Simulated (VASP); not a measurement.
Computed with AM05 GGA, VASP's PBE PAW potentials (set 64) (plane waves; VASP).

A VASP calculation is set up with these files.

**POSCAR**
```
MoS2
1
    1.5687147799    -2.7170934317    -0.0000000000
    1.5687147799     2.7170934317     0.0000000000
   -0.0000000000    -0.0000000000    16.1833111683
Mo S
2 4
Direct
  0.3333330000   0.6666670000   0.2500000000
  0.6666670000   0.3333330000   0.7500000000
  0.3333330000   0.6666670000   0.8461277808
  0.6666670000   0.3333330000   0.3461277808
  0.6666670000   0.3333330000   0.1538722192
  0.3333330000   0.6666670000   0.6538722192
```

### KPOINTS
```
k-points along high-symmetry lines
10
Line-mode
Reciprocal
  0.000000   0.000000   0.000000 ! GAMMA
  0.000000   0.500000   0.000000 ! M

  0.000000   0.500000   0.000000 ! M
 -0.333333   0.666667   0.000000 ! K

 -0.333333   0.666667   0.000000 ! K
  0.000000   0.000000   0.000000 ! GAMMA

  0.000000   0.000000   0.000000 ! GAMMA
  0.000000   0.000000   0.500000 ! A

  0.000000   0.000000   0.500000 ! A
  0.000000   0.500000   0.500000 ! L

  0.000000   0.500000   0.500000 ! L
 -0.333333   0.666667   0.500000 ! H

 -0.333333   0.666667   0.500000 ! H
  0.000000   0.000000   0.500000 ! A

  0.000000   0.500000   0.500000 ! L
  0.000000   0.500000   0.000000 ! M

 -0.333333   0.666667   0.500000 ! H
 -0.333333   0.666667   0.000000 ! K
```

### INCAR
```
SYSTEM = MoS2
PREC = Accurate; ENCUT = 520; LREAL = .FALSE.
LASPH = .TRUE.; ICHARG = 11
EDIFF = 1E-7; NELM = 100; ALGO = Normal
LMAXMIX = 4
ISMEAR = 0; SIGMA = 0.05
GGA = AM
LWAVE = .FALSE.; LCHARG = .FALSE.; LORBIT = 11
```

POTCAR, in this order: Mo_sv S (PBE.64 set). Program: vasp_std. Read from the step before: CHGCAR.

Output of the run:

### OSZICAR
```
       N       E                     dE             d eps       ncg     rms          rms(c)
DAV:   1     0.447805009831E+03    0.44781E+03   -0.29610E+04  6540   0.154E+03
DAV:   2    -0.191343966138E+02   -0.46694E+03   -0.45653E+03  6968   0.381E+02
DAV:   3    -0.438723427270E+02   -0.24738E+02   -0.24481E+02  7136   0.764E+01
DAV:   4    -0.445844439310E+02   -0.71210E+00   -0.71008E+00  7202   0.126E+01
DAV:   5    -0.446053951297E+02   -0.20951E-01   -0.20938E-01  7372   0.203E+00
DAV:   6    -0.446060470802E+02   -0.65195E-03   -0.65175E-03  7502   0.345E-01
DAV:   7    -0.446060677814E+02   -0.20701E-04   -0.20694E-04  7486   0.507E-02
DAV:   8    -0.446060683372E+02   -0.55577E-06   -0.55568E-06  7298   0.777E-03
DAV:   9    -0.446060683581E+02   -0.20919E-07   -0.20936E-07  5162   0.130E-03
   1 F= -.44606068E+02 E0= -.44606068E+02  d E =-.164054E-14
```

### OUTCAR
```
 val. band max:        3.9733640065   @ k =  -0.0000   0.0000   0.0000

 cond. band min:       5.7607750936   @ k =  -0.3333   0.6667   0.3889



 k-point     1 :       0.0000    0.0000    0.0000
  band No.  band energies     occupation
      1     -56.7097      2.00000
      2     -56.7097      2.00000
      3     -30.9540      2.00000
      4     -30.9540      2.00000
      5     -30.6847      2.00000
      6     -30.6847      2.00000
      7     -30.6847      2.00000
      8     -30.6847      2.00000
      9     -10.2806      2.00000
     10     -10.2763      2.00000
     11      -8.9048      2.00000
     12      -8.8963      2.00000
     13      -1.8964      2.00000
     14      -1.8447      2.00000
     15       1.3129      2.00000
     16       1.3129      2.00000
     17       1.3129      2.00000
     18       1.3129      2.00000
     19       1.9842      2.00000
     20       2.2221      2.00000
     21       2.4772      2.00000
     22       2.4772      2.00000
     23       2.4775      2.00000
     24       2.4775      2.00000
     25       3.7759      2.00000
     26       3.9734      2.00000
     27       6.8472      0.00000
     28       6.8473      0.00000
     29       6.8500      0.00000
     30       6.8565      0.00000
     31       7.1312      0.00000

 k-point     2 :       0.0000    0.0556    0.0000
  band No.  band energies     occupation
      1     -56.7083      2.00000
      2     -56.7083      2.00000
      3     -30.9513      2.00000
      4     -30.9513      2.00000
      5     -30.6984      2.00000
      6     -30.6984      2.00000
      7     -30.6878      2.00000
      8     -30.6878      2.00000
      9     -10.2310      2.00000
     10     -10.2268      2.00000
     11      -8.8846      2.00000
     12      -8.8762      2.00000
     13      -1.8403      2.00000
     14      -1.7886      2.00000
     15       1.2014      2.00000
     16       1.2015      2.00000
     17       1.3646      2.00000
     18       1.3647      2.00000
...
```

The density is held fixed in this step, so its total energy and stress have no physical meaning. Without a dispersion term in the relaxation, distances and binding between the weakly bound layers, chains or molecules are unreliable, and so is what depends on them.

The compound is MoS2 in the 2H layered structure. It was relaxed first, which changed the volume by +30 %.
